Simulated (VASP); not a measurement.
An input for Quantum ESPRESSO's pw.x (written as the equivalent of a VASP run, and not itself run):

```
&CONTROL
  calculation = 'vc-relax'
  pseudo_dir = './pseudo'
  outdir = './out'
  tprnfor = .true.
  tstress = .true.
  nstep = 30
  forc_conv_thr = 0.00039
/
&SYSTEM
  ibrav = 0
  nat = 3
  ntyp = 1
  ecutwfc = 86
  occupations = 'smearing'
  smearing = 'gaussian'
  degauss = 0.003675
  input_dft = 'revpbe'
/
&ELECTRONS
  conv_thr = 7.3e-09
  electron_maxstep = 100
/
&IONS
/
&CELL
  cell_dofree = 'shape'
/
ATOMIC_SPECIES
  Se 78.971 Se.upf
CELL_PARAMETERS angstrom
     3.2094395   -5.5589123    0.0000000
     3.2094395    5.5589123    0.0000000
     0.0000000    0.0000000    5.0865603
ATOMIC_POSITIONS crystal
  Se   1.0000000  0.1554817  0.6666670
  Se   0.8445183  0.8445183  0.0000000
  Se   0.1554817  1.0000000  0.3333330
K_POINTS automatic
  4 4 5 0 0 0
```

Problem. Write the VASP files for the same calculation (revPBE).

Solution. One answer among several that fit: 
**POSCAR**
```
Se
1
    3.2094395462    -5.5589123206     0.0000000000
    3.2094395462     5.5589123206     0.0000000000
    0.0000000000     0.0000000000     5.0865603028
Se
3
Direct
  1.0000000000   0.1554816998   0.6666670000
  0.8445183001   0.8445183001   0.0000000000
  0.1554816998   1.0000000000   0.3333330000
```

INCAR:
```
ALGO  =  Normal
EDIFF  =  1E-7
EDIFFG  =  -0.01
ENCUT  =  520
GGA  =  RE
IBRION  =  2
ISIF  =  4
ISMEAR  =  0
LASPH  =  .TRUE.
LCHARG  =  .FALSE.
LMAXMIX  =  4
LREAL  =  .FALSE.
LWAVE  =  .FALSE.
NELM  =  100
NSW  =  30
PREC  =  Accurate
SIGMA  =  0.05
SYSTEM  =  Se
```

**KPOINTS**
```
kpoints
0
gamma
4 4 5
```

POTCAR, in this order: Se (PBE.64 set). Program: vasp_std.

What does not carry over: the potentials are each code's own (VASP's PAW set, PseudoDojo norm-conserving files in pw.x), so ENCUT and ecutwfc are chosen apart and not converted; conv_thr bounds pw.x's estimated SCF error, while EDIFF bounds the energy change between steps; forc_conv_thr acts on force components and is met together with etot_conv_thr.

The compound is Se in the trig structure. This cell is one point of a volume scan, at 1.06 of the reference volume. Symmetry was kept, so distortions that lower it aren't found.
